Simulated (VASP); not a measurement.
For cubic KCl (rock salt), PBE GGA, VASP's PBE PAW potentials (set 64) run with VASP gives ε∞ = 2.28, a static ε₀ = 5.56 and a transverse optical mode at 126 cm⁻¹.

Problem. Estimate the longitudinal optical frequency at Γ.

Solution. By the Lyddane-Sachs-Teller relation, ω_LO = ω_TO √(ε₀/ε∞) = 126 × √(5.56/2.28) = 197 cm⁻¹.

Measured: ε∞ 2.17 at 297 K (computed value off by +5.3 %), as given by H. H. Li, Journal of Physical and Chemical Reference Data (1976), doi:10.1063/1.555536 [long-wavelength limit of the electronic terms of a dispersion formula fitted to measured refractive indices over 0.18-35.0 um; lattice terms left out].

The compound is KCl in the rock salt structure. It was relaxed first.
